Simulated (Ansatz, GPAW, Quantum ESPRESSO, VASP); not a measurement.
# One structure in several programs: Os (P6_3/mmc, 2 atoms in the cell)

Self-consistent single point.

```
Os
1.0
    1.36500    -2.36425     0.00000
    1.36500     2.36425     0.00000
    0.00000     0.00000     4.32000
Os
2
Direct
  0.33333   0.66667   0.25000
  0.66667   0.33333   0.75000
```

All programs got the same cell, k-point mesh and kind of occupations (in Ansatz's words: kpoints.mp_grid.grid = 11 11 6; scf.occupations.method = gaussian; scf.occupations.width = 0.01 Ry); potentials, basis and cutoffs are each program's usual ones.

```
code                                                          model  pressure (GPa)   cutoff
----------------  -------------------------------------------------  --------------  -------
GPAW                   PBE, GPAW PAW datasets PBE (gpaw-data 1.0.1)            7.64   550 eV
Ansatz                                       PBE, default PAW files           10.00  30.9 Ry
VASP                        PBE, VASP's PBE PAW potentials (set 64)            8.38   300 eV
Quantum ESPRESSO  PBE, SSSP 1.1.2 efficiency (PBE) pseudopotentials            9.76    40 Ry
```

The spread over the programs that give each value: pressure within 2.36 GPa.

The starting cell has typed, rounded lattice constants, without a prior relaxation at this level. On Ansatz's run: Spin-orbit coupling is off. Spin polarisation is off. In the base run, with a pressure of about 10 GPa the cell is away from its equilibrium volume at this level.

Why do the programs differ, and what cannot be compared?

Differences of this kind can come from the potentials, where these differ, and from what each basis and cutoff leave unconverged. The valence holds different numbers of electrons (GPAW 28, Ansatz (a quantum-chemistry and plane-wave program) 32, VASP 16, Quantum ESPRESSO 32). The zero of total energies and Fermi levels follows the potentials and each program's conventions, so they are not compared here. Ansatz's pressure is given at a fixed set of plane waves, as the other plane-wave codes print theirs; with its correction for the finite basis it is 10.09 GPa. Ansatz's smearing width was typed in Ry to four decimals, so it matches the others to a few per cent. In the pressure, GPAW (by 1.43) lies more than 1 GPa from the median of the plane-wave programs.

VASP's run is marked for a possible Pulay error in its stress at this cutoff; no cutoff test was made.

Left out of this page: ABINIT, CP2K, Elk, FLEUR and SIESTA (not drawn, or without a comparable value).

Keys are those of Ansatz 0.2.
